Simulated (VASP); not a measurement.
# GaN: a GW gap and what it depends on, part 2 of 2

Aim: test the GW correction to the gap of GaN. The starting structure is a measured crystal structure from the Crystallography Open Database. The atoms were first relaxed with LDA in that cell, in a run that isn't shown, and the relaxed structure is the one below.

VASP 6.6.1.

Results so far: G0W0 (response cutoff 100 eV, 4×4×2 mesh) 2.95 eV; G0W0 (response cutoff 160 eV, 4×4×2 mesh) 3.01 eV.

### 4. GW0 with iterated eigenvalues (response cutoff 160 eV, 4×4×2 mesh)

Level of this step: evGW0 on LDA; plane waves and PAW (Ga_d_GW, N_GW) (VASP).

It reads the orbitals and their derivatives (WAVECAR and WAVEDER) of a run with the empty bands, which follows a ground-state run; neither is shown.

File INCAR:

```
SYSTEM = GaN
PREC = Accurate
ENCUT = 450
ISMEAR = 0
SIGMA = 0.01
LREAL = .FALSE.
GGA = CA
NBANDS = 216
ALGO = EVGW0
NELMGW = 4
ENCUTGW = 160
NOMEGA = 40
PRECFOCK = Fast
NBANDSGW = 32
LWAVE = .FALSE.
LCHARG = .FALSE.
```

File POSCAR:

```
GaN
1.0
    3.1972000000      0.0000000000      0.0000000000
   -1.5986000000      2.7688564210      0.0000000000
    0.0000000000      0.0000000000      5.2070000000
Ga N
2 2
Direct
    0.3333333333      0.6666666667      0.0916875968
    0.6666666667      0.3333333333      0.5916875968
    0.3333333333      0.6666666667      0.4683124032
    0.6666666667      0.3333333333      0.9683124032
```

File KPOINTS:

```
Automatic mesh
0
Gamma
4 4 2
0 0 0
```

Potentials, in the order of the species: Ga_d_GW and N_GW (LDA family, release 64).

Launch:

```sh
$ mpirun -np 8 vasp_std
```

Output:

```text
[banner, memory and clock lines left out]
running    8 mpi-ranks, on    1 nodes
[...]
[... a notice as in an earlier step ...]

 [... a notice as in an earlier step ...]

 LDA part: xc-table for (Slater(with rela. corr.)+CA(PZ))
 , standard interpolation
 found WAVECAR, reading the header
 POSCAR, INCAR and KPOINTS ok, starting setup
[...]
reading WAVECAR
 the WAVECAR file was read successfully
 initial charge from wavefunction
 available memory per node:     28.86 GB, setting MAXMEM to     29555

 The Fermi energy was updated, please check that it is located mid-gap
 values below the HOMO (VB) or above the LUMO (CB) will cause erroneous energies
 E-fermi :   5.7244

 calculate exact exchange contribution
 the WAVEDER file was read successfully
energies w=
    0.000    0.000    0.793    0.000    1.580    0.000    2.359    0.000
    3.126    0.000    3.877    0.000    4.612    0.000    5.331    0.000
    6.034    0.000    6.723    0.000    7.399    0.000    8.066    0.000
[...]
total number of BLAS operations        553.31 Gflops
NQ=   4    0.2500    0.2500    0.0000,
|.........|.........|.........|.........|.........|.........|.........|.........
 performed       2099000 updates of chi_q(r,r)
 total number of BLAS operations        778.72 Gflops
NQ=   5    0.0000    0.0000    0.5000,
|.........|.........|.........|.........|.........|.........|.........|.........
 performed       2437000 updates of chi_q(r,r)
 total number of BLAS operations        902.81 Gflops
NQ=   6    0.2500    0.0000    0.5000,
|.........|.........|.........|.........|.........|.........|.........|.........
 performed       3024000 updates of chi_q(r,r)
 total number of BLAS operations       1118.06 Gflops
NQ=   7    0.5000    0.0000    0.5000,
|.........|.........|.........|.........|.........|.........|.........|.........
 performed       3528000 updates of chi_q(r,r)
 total number of BLAS operations       1292.70 Gflops
NQ=   8    0.2500    0.2500    0.5000,
|.........|.........|.........|.........|.........|.........|.........|.........
 performed       4198000 updates of chi_q(r,r)
 total number of BLAS operations       1524.75 Gflops
 resolving degeneracies of screened two electron integrals

 calculate QP shifts <psi_nk| G(iteration)W_0 |psi_nk>: iteration 4
 entering main loop
```

Elapsed: 2.3 min, on 8 MPI ranks of Intel Xeon Platinum 8488C (Sapphire Rapids), shared host; peak memory 1.5 GiB; 17 min of CPU time.

Parts of OUTCAR (step 4):

```text
 QP shifts <psi_nk| G(iteration)W_0 |psi_nk>: iteration 2
 k-point   1 :       0.0000    0.0000    0.0000
  band No. old QP-enery  QP-energies   sigma(KS)   T+V_ion+V_H  V^pw_x(r,r')   Z            occupation Imag(sigma)
    ...
     15       3.2468       3.1437     -17.6142      20.7244     -20.7996       0.7547       2.0000       0.1456
     16       4.3474       4.2617     -18.2760      22.5102     -21.2431       0.7574       2.0000       0.1406
     17       4.3752       4.2880     -18.3869      22.6470     -21.4000       0.7575       2.0000       0.1403
     18       4.3752       4.2880     -18.3869      22.6470     -21.4000       0.7575       2.0000       0.1403
     19       7.3836       7.4835     -12.8429      20.3531      -8.8933       0.7894       0.0000      -0.0875
     20       9.8158       9.9532     -11.8538      21.8426      -7.3366       0.7944       0.0000      -0.0998
     21      14.8770      15.0744     -13.5768      28.7227      -7.7667       0.7342       0.0000      -0.1908
     22      15.3651      15.5256     -10.5740      26.1431      -5.2995       0.7864       0.0000      -0.1487
    ...

 QP shifts <psi_nk| G(iteration)W_0 |psi_nk>: iteration 3
 k-point   1 :       0.0000    0.0000    0.0000
  band No. old QP-enery  QP-energies   sigma(KS)   T+V_ion+V_H  V^pw_x(r,r')   Z            occupation Imag(sigma)
    ...
     15       3.1437       3.1206     -17.6114      20.7244     -20.7996       0.7550       2.0000       0.1455
     16       4.2617       4.2419     -18.2746      22.5102     -21.2431       0.7577       2.0000       0.1405
     17       4.2880       4.2677     -18.3858      22.6470     -21.4000       0.7575       2.0000       0.1400
     18       4.2880       4.2677     -18.3858      22.6470     -21.4000       0.7575       2.0000       0.1400
     19       7.4835       7.4938     -12.8565      20.3531      -8.8933       0.7901       0.0000      -0.0875
     20       9.9532       9.9724     -11.8652      21.8426      -7.3366       0.7943       0.0000      -0.1011
     21      15.0744      15.1092     -13.6012      28.7227      -7.7667       0.7384       0.0000      -0.1939
     22      15.5256      15.5522     -10.5836      26.1431      -5.2995       0.7863       0.0000      -0.1498
    ...

 QP shifts <psi_nk| G(iteration)W_0 |psi_nk>: iteration 4
 k-point   1 :       0.0000    0.0000    0.0000
  band No. old QP-enery  QP-energies   sigma(KS)   T+V_ion+V_H  V^pw_x(r,r')   Z            occupation Imag(sigma)
    ...
     15       3.1206       3.1149     -17.6114      20.7244     -20.7996       0.7551       2.0000       0.1454
     16       4.2419       4.2369     -18.2749      22.5102     -21.2431       0.7576       2.0000       0.1404
     17       4.2677       4.2626     -18.3861      22.6470     -21.4000       0.7574       2.0000       0.1399
     18       4.2677       4.2626     -18.3861      22.6470     -21.4000       0.7574       2.0000       0.1399
     19       7.4938       7.4941     -12.8590      20.3531      -8.8933       0.7905       0.0000      -0.0875
     20       9.9724       9.9747     -11.8672      21.8426      -7.3366       0.7944       0.0000      -0.1013
     21      15.1092      15.1154     -13.6050      28.7227      -7.7667       0.7380       0.0000      -0.1943
     22      15.5522      15.5565     -10.5854      26.1431      -5.2995       0.7862       0.0000      -0.1501
    ...

[... 3 parts as in an earlier step ...]

[... 1 further part left out ...]
[key lines of the parts left out:]
E-fermi :   5.7244
```

GW0 with iterated eigenvalues (response cutoff 160 eV, 4×4×2 mesh): the quasiparticle gap on this mesh is 3.232 eV, +1.378 eV from the LDA gap on the same points, with 216 bands.

### 5. G0W0 (response cutoff 100 eV, 5×5×3 mesh)

It reads the orbitals and their derivatives (WAVECAR and WAVEDER) of a run with the empty bands, which follows a ground-state run; neither is shown.

Changes to INCAR since step 4:

```diff
@@ -7,6 +7,6 @@
 GGA = CA
-NBANDS = 216
+NBANDS = 112
 ALGO = EVGW0
-NELMGW = 4
-ENCUTGW = 160
+NELMGW = 1
+ENCUTGW = 100
 NOMEGA = 40
```

POSCAR is that of step 4.

File KPOINTS:

```
Automatic mesh
0
Gamma
5 5 3
0 0 0
```

Launch:

```sh
$ mpirun -np 8 vasp_std
```

Output:

```text
[banner, memory and clock lines left out]
running    8 mpi-ranks, on    1 nodes
[...]
[... a notice as in an earlier step ...]

 [... a notice as in an earlier step ...]

 LDA part: xc-table for (Slater(with rela. corr.)+CA(PZ))
 , standard interpolation
 found WAVECAR, reading the header
 POSCAR, INCAR and KPOINTS ok, starting setup
[...]
reading WAVECAR
 the WAVECAR file was read successfully
 initial charge from wavefunction
 available memory per node:     28.71 GB, setting MAXMEM to     29401

 The Fermi energy was updated, please check that it is located mid-gap
 values below the HOMO (VB) or above the LUMO (CB) will cause erroneous energies
 E-fermi :   5.7126

 calculate exact exchange contribution
 the WAVEDER file was read successfully
energies w=
    0.000    0.000    0.837    0.000    1.669    0.000    2.492    0.000
    3.301    0.000    4.095    0.000    4.872    0.000    5.631    0.000
    6.374    0.000    7.101    0.000    7.816    0.000    8.520    0.000
[...]
total number of BLAS operations        239.00 Gflops
NQ=   6    0.0000    0.0000    0.3333,
|.........|.........|.........|.........|.........|.........|.........|.........
 performed       3076000 updates of chi_q(r,r)
 total number of BLAS operations        277.90 Gflops
NQ=   7    0.2000   -0.0000    0.3333,
|.........|.........|.........|.........|.........|.........|.........|.........
 performed       3738000 updates of chi_q(r,r)
 total number of BLAS operations        339.71 Gflops
NQ=   8    0.4000    0.0000    0.3333,
|.........|.........|.........|.........|.........|.........|.........|.........
 performed       4400000 updates of chi_q(r,r)
 total number of BLAS operations        392.70 Gflops
NQ=   9    0.2000    0.2000    0.3333,
|.........|.........|.........|.........|.........|.........|.........|.........
 performed       5191000 updates of chi_q(r,r)
 total number of BLAS operations        461.17 Gflops
NQ=  10    0.4000    0.2000    0.3333,
|.........|.........|.........|.........|.........|.........|.........|.........
 performed       5982000 updates of chi_q(r,r)
 total number of BLAS operations        524.49 Gflops
 resolving degeneracies of screened two electron integrals

 calculate QP shifts <psi_nk| G(iteration)W_0 |psi_nk>: iteration 1
 entering main loop
```

The job ended after 54 s (8 MPI ranks; peak memory 1.3 GiB).

Parts of OUTCAR (step 5):

```text
 QP shifts <psi_nk| G(iteration)W_0 |psi_nk>: iteration 1
 for sc-GW calculations column KS-energies equals QP-energies in previous step
 and V_xc(KS)=  KS-energies - (<T + V_ion + V_H > + <T+V_H+V_ion>^1  + <V_x>^1)
 k-point   1 :       0.0000    0.0000    0.0000
  band No.  KS-energies  QP-energies   sigma(KS)   V_xc(KS)     V^pw_x(r,r')   Z            occupation Imag(sigma)
    ...
     15       3.7498       3.4468     -17.3590     -16.9614     -20.7111       0.7621       2.0000       0.1293
     16       4.7404       4.5528     -18.0046     -17.7598     -21.1256       0.7664       2.0000       0.1165
     17       4.7816       4.5794     -18.1133     -17.8493     -21.2945       0.7658       2.0000       0.1173
     18       4.7816       4.5794     -18.1133     -17.8493     -21.2945       0.7658       2.0000       0.1173
     19       6.6436       7.5988     -12.5068     -13.7012      -9.1072       0.7998       0.0000      -0.0845
     20       8.8744      10.0398     -11.5173     -12.9690      -7.4389       0.8028       0.0000      -0.1068
     21      13.7681      15.1573     -13.0889     -14.9471      -7.7815       0.7476       0.0000      -0.2115
     22      14.4249      15.5968     -10.2467     -11.7196      -5.3233       0.7957       0.0000      -0.1652
    ...

[... 1 part as in an earlier step ...]

[... 2 further parts left out ...]
[key lines of the parts left out:]
E-fermi :   5.7126
```

G0W0 (response cutoff 100 eV, 5×5×3 mesh): the quasiparticle gap on this mesh is 3.019 eV, +1.157 eV from the LDA gap on the same points, with 112 bands.

### 6. G0W0 (response cutoff 100 eV, 4×4×2 mesh, 6 empty bands)

It reads the orbitals and their derivatives (WAVECAR and WAVEDER) of a run with the empty bands, which follows a ground-state run; neither is shown.

Changes to INCAR since step 5:

```diff
@@ -7,3 +7,3 @@
 GGA = CA
-NBANDS = 112
+NBANDS = 24
 ALGO = EVGW0
@@ -13,3 +13,3 @@
 PRECFOCK = Fast
-NBANDSGW = 32
+NBANDSGW = 24
 LWAVE = .FALSE.
```

POSCAR is that of step 5.

File KPOINTS:

```
Automatic mesh
0
Gamma
4 4 2
0 0 0
```

Launch:

```sh
$ mpirun -np 8 vasp_std
```

Output:

```text
[banner, memory and clock lines left out]
running    8 mpi-ranks, on    1 nodes
[...]
[... a notice as in an earlier step ...]

 [... a notice as in an earlier step ...]

 LDA part: xc-table for (Slater(with rela. corr.)+CA(PZ))
 , standard interpolation
 found WAVECAR, reading the header
 POSCAR, INCAR and KPOINTS ok, starting setup
[...]
reading WAVECAR
 the WAVECAR file was read successfully
 initial charge from wavefunction
 available memory per node:     28.98 GB, setting MAXMEM to     29670

 The Fermi energy was updated, please check that it is located mid-gap
 values below the HOMO (VB) or above the LUMO (CB) will cause erroneous energies
 E-fermi :   5.7244

 calculate exact exchange contribution
 the WAVEDER file was read successfully
energies w=
    0.000    0.000    0.825    0.000    1.646    0.000    2.457    0.000
    3.256    0.000    4.038    0.000    4.805    0.000    5.553    0.000
    6.286    0.000    7.004    0.000    7.709    0.000    8.404    0.000
[...]
total number of BLAS operations          7.46 Gflops
NQ=   4    0.2500    0.2500    0.0000,
|.........|.........|.........|.........|.........|.........|.........|.........
 performed        124000 updates of chi_q(r,r)
 total number of BLAS operations         11.47 Gflops
NQ=   5    0.0000    0.0000    0.5000,
|.........|.........|.........|.........|.........|.........|.........|.........
 performed        140000 updates of chi_q(r,r)
 total number of BLAS operations         13.21 Gflops
NQ=   6    0.2500    0.0000    0.5000,
|.........|.........|.........|.........|.........|.........|.........|.........
 performed        176000 updates of chi_q(r,r)
 total number of BLAS operations         16.52 Gflops
NQ=   7    0.5000    0.0000    0.5000,
|.........|.........|.........|.........|.........|.........|.........|.........
 performed        205000 updates of chi_q(r,r)
 total number of BLAS operations         18.92 Gflops
NQ=   8    0.2500    0.2500    0.5000,
|.........|.........|.........|.........|.........|.........|.........|.........
 performed        248000 updates of chi_q(r,r)
 total number of BLAS operations         22.70 Gflops
 resolving degeneracies of screened two electron integrals

 calculate QP shifts <psi_nk| G(iteration)W_0 |psi_nk>: iteration 1
 entering main loop
```

It took 6.6 s on 8 MPI ranks; peak memory 0.98 GiB; 48 s of CPU time.

From OUTCAR (step 6):

```text
 QP shifts <psi_nk| G(iteration)W_0 |psi_nk>: iteration 1
 for sc-GW calculations column KS-energies equals QP-energies in previous step
 and V_xc(KS)=  KS-energies - (<T + V_ion + V_H > + <T+V_H+V_ion>^1  + <V_x>^1)
 k-point   1 :       0.0000    0.0000    0.0000
  band No.  KS-energies  QP-energies   sigma(KS)   V_xc(KS)     V^pw_x(r,r')   Z            occupation Imag(sigma)
    ...
     15       3.7641       4.1858     -16.3988     -16.9604     -20.7996       0.7511       2.0000       0.1572
     16       4.7542       5.2183     -17.1369     -17.7560     -21.2431       0.7495       2.0000       0.1423
     17       4.7975       5.3234     -17.1528     -17.8496     -21.4000       0.7549       2.0000       0.1449
     18       4.7975       5.3234     -17.1528     -17.8496     -21.4000       0.7549       2.0000       0.1449
     19       6.6514       8.6803     -11.1319     -13.7017      -8.8933       0.7895       0.0000      -0.0933
     20       8.8765      11.4426      -9.7741     -12.9660      -7.3366       0.8039       0.0000      -0.1035
     21      13.7785      16.3546     -11.4303     -14.9441      -7.7667       0.7331       0.0000      -0.2241
     22      14.4255      17.7461      -7.6734     -11.7176      -5.2995       0.8211       0.0000      -0.1480
    ...

[... 1 part as in an earlier step ...]

[... 2 further parts left out ...]
[key lines of the parts left out:]
E-fermi :   5.7244
```

G0W0 (response cutoff 100 eV, 4×4×2 mesh, 6 empty bands): the quasiparticle gap on this mesh is 3.357 eV, +1.503 eV from the LDA gap on the same points, with 24 bands.

### 7. Comparison

```csv
run,LDA gap on the mesh (eV),GW gap (eV),correction (eV),bands
"G0W0 (response cutoff 100 eV, 4×4×2 mesh)",1.854,2.951,1.097,112
"G0W0 (response cutoff 160 eV, 4×4×2 mesh)",1.854,3.008,1.155,216
"GW0 with iterated eigenvalues (response cutoff 160 eV, 4×4×2 mesh)",1.854,3.232,1.378,216
"G0W0 (response cutoff 100 eV, 5×5×3 mesh)",1.862,3.019,1.157,112
"G0W0 (response cutoff 100 eV, 4×4×2 mesh, 6 empty bands)",1.854,3.357,1.503,24
```

### 8. What came out

```yaml
gap_g0w0_response_cutoff_100_ev_4x4x2_mesh: 2.951 eV
gap_g0w0_response_cutoff_160_ev_4x4x2_mesh: 3.008 eV
gap_gw0_with_iterated_eigenvalues_response_cutoff_160_ev_4x4x2_mesh: 3.232 eV
gap_g0w0_response_cutoff_100_ev_5x5x3_mesh: 3.019 eV
gap_g0w0_response_cutoff_100_ev_4x4x2_mesh_6_empty_bands: 3.357 eV
```

The correction to the LDA gap of GaN is +1.097 eV at a response cutoff of 100 eV, +1.155 eV at a response cutoff of 160 eV. The number of bands rises with the cutoff. On a 5×5×3 mesh in place of 4×4×2 the correction is +1.157 eV against +1.097 eV. The gap is read at the same k-points on both, so the correction itself hangs on the mesh. Iterating the eigenvalues in G raises the gap by +0.223 eV. With 6 empty bands alone, a slip made on purpose, the correction is +1.503 eV against +1.097 eV. Errors of the two band edges can cancel in a gap, so a value close to the better runs would prove nothing. From a response cutoff of 100 to 160 eV the correction still moves by +0.057 eV, so cutoff and bands aren't shown to be converged. The LDA gap along the bands, from another run on this structure, is 1.867 eV. On the 4×4×2 mesh it is 1.854 eV, so this mesh comes close to the edges. On the 5×5×3 mesh it is 1.862 eV, so this mesh comes close to the edges. Further runs on this material are not shown.

[Lines on the potential files, build, host, timing and source positions are cut from VASP's logs without a mark.]

[Logs are printed without paths, hosts, clocks, repeated set-up lines and the standing remarks that a program may print on its own settings, such as how far it seeks lower states.]

[Hosts, paths, dates, database ids (printed as entryN), source tags and the programs' standing remarks are cut or masked in the printed files.]
